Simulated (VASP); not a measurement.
Consider the following.

```yaml
crystal:
  lattice:
    - [4.57062, 0.00000, 0.00000]
    - [0.00000, 4.57062, 0.00000]
    - [0.00000, 0.00000, 3.05382]
  atoms:
    - { symbol: Mg, position: [0.00000, 0.00000, 0.00000] }
    - { symbol: Mg, position: [0.50000, 0.50000, 0.50000] }
    - { symbol: H, position: [0.30400, 0.30400, 0.00000] }
    - { symbol: H, position: [0.80400, 0.19600, 0.50000] }
    - { symbol: H, position: [0.19600, 0.80400, 0.50000] }
    - { symbol: H, position: [0.69600, 0.69600, 0.00000] }
```

Method: LDA (Ceperley-Alder, Perdew-Zunger), VASP's LDA PAW potentials (set 64) (plane waves; VASP 6.6.1). Run with 300 eV cut-off, 4×4×6 Γ-centred mesh, Fermi-Dirac smearing of 0.050 eV, potentials Mg H.

At this cut-off the stress carries a Pulay error, which pulls relaxed volumes low.

### Question
Estimate the energy per atom (σ→0), pressure.

### Answer

The energy per atom (σ→0) is -3.125 eV/atom. The pressure is -5.94 GPa.

The structure is a typed MgH2 crystal (P4_2/mnm). The cell was not relaxed at this level.
